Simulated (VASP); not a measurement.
These are PBEsol GGA, VASP's PBE PAW potentials (set 64) (plane waves; VASP) values and carry that method's errors.

Input for VASP

### KPOINTS
```
Automatic
0
G
  6 6 9
```

**INCAR**
```
SYSTEM = MnF2
PREC = Accurate
ENCUT = 520
EDIFF = 1E-7
NELM = 100
ALGO = Normal
LREAL = .FALSE.
LASPH = .TRUE.
ISMEAR = 0
SIGMA = 0.01
GGA = PS
LMAXMIX = 4
ISPIN = 2
MAGMOM = 4.5 -4.5 -0.0 0.0 0.0 -0.0
LORBIT = 10
LWAVE = .FALSE.
LCHARG = .FALSE.
LOPTICS = .TRUE.
NBANDS = 96
NEDOS = 1001
CSHIFT = 0.1
```

### POSCAR
```
MnF2
1
    4.8456350247     0.0000000000     0.0000000000
    0.0000000000     4.8456350247     0.0000000000
    0.0000000000     0.0000000000     3.2805016993
Mn F
2 4
Direct
  0.0000000000   0.0000000000   0.0000000000
  0.5000000000   0.5000000000   0.5000000000
  0.3035984944   0.3035984944   0.0000000000
  0.8035984944   0.1964015056   0.5000000000
  0.1964015056   0.8035984944   0.5000000000
  0.6964015056   0.6964015056   0.0000000000
```

POTCAR, in this order: Mn_pv F (PBE.64 set). Program: vasp_std.

The run wrote:

**OSZICAR**
```
       N       E                     dE             d eps       ncg     rms          rms(c)
DAV:   1     0.596928457667E+03    0.59693E+03   -0.20909E+04 19232   0.638E+02
DAV:   2     0.125255060618E+02   -0.58440E+03   -0.53108E+03 19248   0.227E+02
DAV:   3    -0.431605771139E+02   -0.55686E+02   -0.53853E+02 22200   0.759E+01
DAV:   4    -0.439207257080E+02   -0.76015E+00   -0.75887E+00 22480   0.853E+00
DAV:   5    -0.439231257716E+02   -0.24001E-02   -0.23999E-02 21696   0.475E-01    0.205E+01
DAV:   6    -0.407451983791E+02    0.31779E+01   -0.24110E+00 22544   0.122E+01    0.161E+01
DAV:   7    -0.407585894540E+02   -0.13391E-01   -0.57055E-01 21192   0.294E+00    0.103E+01
DAV:   8    -0.406768486600E+02    0.81741E-01   -0.89835E-02 21576   0.134E+00    0.441E+00
DAV:   9    -0.407587152863E+02   -0.81867E-01   -0.18516E-02 21112   0.726E-01    0.483E-01
DAV:  10    -0.407598679063E+02   -0.11526E-02   -0.21045E-03 21496   0.148E-01    0.111E-01
DAV:  11    -0.407601104231E+02   -0.24252E-03   -0.11151E-04 21984   0.350E-02    0.609E-02
DAV:  12    -0.407602862414E+02   -0.17582E-03   -0.67879E-05 21224   0.307E-02    0.198E-02
DAV:  13    -0.407602970119E+02   -0.10770E-04   -0.88574E-06 22168   0.118E-02    0.102E-02
DAV:  14    -0.407602991307E+02   -0.21188E-05   -0.91478E-07 21336   0.317E-03    0.431E-03
DAV:  15    -0.407602996251E+02   -0.49439E-06   -0.26690E-07 21440   0.173E-03    0.183E-03
DAV:  16    -0.407602998113E+02   -0.18616E-06   -0.58357E-08 19208   0.955E-04    0.521E-04
DAV:  17    -0.407602998484E+02   -0.37163E-07   -0.58870E-09 12048   0.254E-04
   1 F= -.40760300E+02 E0= -.40760300E+02  d E =-.240791E-27  mag=     0.0000
 imaginary and real dielectric function
```

File OUTCAR:
```
------------------------ aborting loop because EDIFF is reached ----------------------------------------
  FORCE on cell =-STRESS in cart. coord.  units (eV):
  Direction    XX          YY          ZZ          XY          YZ          ZX
  --------------------------------------------------------------------------------------
  Total        0.0925466      0.0925466      0.0313696     -0.0000000      0.0000000      0.0000000
  in kB        1.9249933      1.9249933      0.6524962     -0.0000000      0.0000000      0.0000000
  external PRESSURE =       1.5008276 kB  Pullay stress =       0.0000000 kB
  volume of cell :       77.03
      direct lattice vectors                 reciprocal lattice vectors
     4.845635025  0.000000000  0.000000000     0.206371300  0.000000000  0.000000000
     0.000000000  4.845635025  0.000000000     0.000000000  0.206371300  0.000000000
     0.000000000  0.000000000  3.280501699     0.000000000  0.000000000  0.304831423
 POSITION                                       TOTAL-FORCE (eV/Angst)
 -----------------------------------------------------------------------------------
      0.00000      0.00000      0.00000         0.000000      0.000000      0.000000
      2.42282      2.42282      1.64025         0.000000      0.000000      0.000000
      1.47113      1.47113      0.00000        -0.013360     -0.013360      0.000000
      3.89395      0.95169      1.64025        -0.013360      0.013360     -0.000000
      0.95169      3.89395      1.64025         0.013360     -0.013360      0.000000
      3.37451      3.37451      0.00000         0.013360      0.013360     -0.000000
 -----------------------------------------------------------------------------------
    total drift:                                0.000000      0.000000      0.000000
  FREE ENERGIE OF THE ION-ELECTRON SYSTEM (eV)
  ---------------------------------------------------
  free  energy   TOTEN  =       -40.7602998484 eV

  energy  without entropy=      -40.7602998484  energy(sigma->0) =      -40.76029985

 total charge

# of ion       s       p       d       tot
------------------------------------------
    1        0.169   6.155   4.969  11.293
    2        0.169   6.155   4.969  11.293
    3        1.733   4.352   0.000   6.085
    4        1.733   4.352   0.000   6.085
    5        1.733   4.352   0.000   6.085
    6        1.733   4.352   0.000   6.085
--------------------------------------------------
tot          7.270  29.718   9.937  46.925

 magnetization (x)

# of ion       s       p       d       tot
------------------------------------------
    1        0.017   0.017   4.483   4.517
    2       -0.017  -0.017  -4.483  -4.517
    3       -0.003  -0.024   0.000  -0.027
    4        0.003   0.024   0.000   0.027
    5        0.003   0.024   0.000   0.027
    6       -0.003  -0.024   0.000  -0.027
--------------------------------------------------
tot          0.000   0.000   0.000   0.000

 plasma frequency squared (from intraband transitions) (eV^2)
  --------------------------------------------------------------------------------------
       0.000       0.000       0.000
      -0.000       0.000       0.000
       0.000       0.000       0.000

 plasma frequency squared (from interband transitions, int dw w eps(2)(w)) (eV^2)
  --------------------------------------------------------------------------------------
     562.109       0.000      -0.000      -0.000       0.000       0.000
      -0.000       0.000     562.109       0.000       0.000       0.000
       0.000       0.000       0.000       0.000     563.668       0.000
```
(Selected blocks of OUTCAR.)

The dielectric response may not be converged in the k-mesh; for small gaps it tends to come out too large.

The compound is MnF2 in the rutile structure. It was relaxed first.
